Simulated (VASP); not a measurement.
Calculation: PBEsol GGA, VASP's PBE PAW potentials (set 64) (plane waves; VASP).

VASP ran on this input.

### INCAR
```
ALGO = Normal
EDIFF = 1E-6
EDIFFG = -0.01
ENCUT = 480
GGA = PS
IBRION = 2
ISIF = 3
ISMEAR = 0
LASPH = .TRUE.
LCHARG = .FALSE.
LMAXMIX = 4
LREAL = .FALSE.
LWAVE = .FALSE.
NELM = 100
NSW = 60
PREC = Accurate
SIGMA = 0.05
SYSTEM = NaI
```

File POSCAR:
```
NaI
1
   -0.0000000000     3.2046230446     3.2046230446
    3.2046230446     0.0000000000     3.2046230446
    3.2046230446     3.2046230446    -0.0000000000
Na I
1 1
Direct
  0.0000000000   0.0000000000   0.0000000000
  0.5000000000   0.5000000000   0.5000000000
```

**KPOINTS**
```
Automatic mesh
0
gamma
  7 7 7
0 0 0
```

POTCAR, in this order: Na_pv I (PBE.64 set). Program: vasp_std.

The resulting files:

OSZICAR:
```
       N       E                     dE             d eps       ncg     rms          rms(c)
DAV:   1     0.791337106580E+02    0.79134E+02   -0.65735E+03   440   0.107E+03
DAV:   2     0.888710582419E+00   -0.78245E+02   -0.72992E+02   500   0.234E+02
DAV:   3    -0.553565747651E+01   -0.64244E+01   -0.63862E+01   536   0.685E+01
DAV:   4    -0.573159760800E+01   -0.19594E+00   -0.19575E+00   540   0.123E+01
DAV:   5    -0.573657397368E+01   -0.49764E-02   -0.49762E-02   531   0.200E+00    0.143E+00
DAV:   6    -0.567909847774E+01    0.57475E-01   -0.78092E-02   500   0.243E+00    0.954E-01
DAV:   7    -0.566898542984E+01    0.10113E-01   -0.58848E-02   514   0.181E+00    0.501E-01
DAV:   8    -0.566990199517E+01   -0.91657E-03   -0.33108E-03   479   0.687E-01    0.973E-02
DAV:   9    -0.566987351597E+01    0.28479E-04   -0.10409E-04   524   0.140E-01    0.266E-02
DAV:  10    -0.566987846553E+01   -0.49496E-05   -0.22079E-05   497   0.661E-02    0.545E-03
DAV:  11    -0.566987861056E+01   -0.14503E-06   -0.25163E-06   497   0.197E-02
   1 F= -.56698786E+01 E0= -.56698786E+01  d E =-.566988E+01
```

File OUTCAR:
```
------------------------ aborting loop because EDIFF is reached ----------------------------------------
  FORCE on cell =-STRESS in cart. coord.  units (eV):
  Direction    XX          YY          ZZ          XY          YZ          ZX
  --------------------------------------------------------------------------------------
  Total       -0.0128264     -0.0128264     -0.0128264      0.0000000      0.0000000     -0.0000000
  in kB       -0.3122156     -0.3122156     -0.3122156      0.0000000      0.0000000     -0.0000000
  external PRESSURE =      -0.3122156 kB  Pullay stress =       0.0000000 kB
  volume of cell :       65.82
      direct lattice vectors                 reciprocal lattice vectors
     0.000000000  3.204623045  3.204623045    -0.156024591  0.156024591  0.156024591
     3.204623045  0.000000000  3.204623045     0.156024591 -0.156024591  0.156024591
     3.204623045  3.204623045  0.000000000     0.156024591  0.156024591 -0.156024591
  FREE ENERGIE OF THE ION-ELECTRON SYSTEM (eV)
  ---------------------------------------------------
  free  energy   TOTEN  =        -5.6698786106 eV

  energy  without entropy=       -5.6698786106  energy(sigma->0) =       -5.66987861

 reached required accuracy - stopping structural energy minimisation
```
(Selected blocks of OUTCAR.)

The compound is NaI in the rock salt structure. It was relaxed first. The start is the result of an earlier pass.
